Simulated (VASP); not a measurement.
An input for Quantum ESPRESSO's pw.x (written as the equivalent of a VASP run, and not itself run):

```
&CONTROL
  calculation = 'scf'
  pseudo_dir = './pseudo'
  outdir = './out'
  tprnfor = .true.
  tstress = .true.
/
&SYSTEM
  ibrav = 0
  nat = 2
  ntyp = 2
  ecutwfc = 84
  occupations = 'smearing'
  smearing = 'gaussian'
  degauss = 0.003675
  input_dft = 'pbe'
  noncolin = .true.
  lspinorb = .true.
/
&ELECTRONS
  conv_thr = 7.3e-08
  electron_maxstep = 100
/
ATOMIC_SPECIES
  In 114.818 In.upf
  As 74.922 As.upf
CELL_PARAMETERS angstrom
     0.0000000    3.0891555    3.0891555
     3.0891555    0.0000000    3.0891555
     3.0891555    3.0891555    0.0000000
ATOMIC_POSITIONS crystal
  In   0.0000000  0.0000000  0.0000000
  As   0.2500000  0.2500000  0.2500000
K_POINTS automatic
  6 6 6 0 0 0
```

**Question.** Translate this input to VASP (INCAR, KPOINTS, POSCAR, choice of POTCAR).

**Answer.** This is not unique; one that fits is 
### KPOINTS
```
kpoints
0
G
 6 6 6
```

### POSCAR
```
InAs
1
    0.0000000000     3.0891554846     3.0891554846
    3.0891554846     0.0000000000     3.0891554846
    3.0891554846     3.0891554846     0.0000000000
In As
1 1
Direct
  0.0000000000   0.0000000000   0.0000000000
  0.2500000000   0.2500000000   0.2500000000
```

**INCAR**
```
ALGO = Normal
EDIFF = 1E-6
ENCUT = 350
GGA = PE
GGA_COMPAT = .FALSE.
ISMEAR = 0
LASPH = .TRUE.
LCHARG = .FALSE.
LMAXMIX = 4
LREAL = .FALSE.
LSORBIT = .TRUE.
LWAVE = .TRUE.
MAGMOM = 6*0
NELM = 100
PREC = Accurate
SIGMA = 0.05
SYSTEM = InAs
```

POTCAR, in this order: In_d As (PBE.64 set). Program: vasp_ncl.

Limits of the translation: the potentials are each code's own (VASP's PAW set, PseudoDojo norm-conserving files, fully relativistic, in pw.x), so ENCUT and ecutwfc are chosen apart and not converted; conv_thr bounds pw.x's estimated SCF error, while EDIFF bounds the energy change between steps.

The compound is InAs in the zinc blende structure. It was relaxed first, which changed the volume by +6 %.
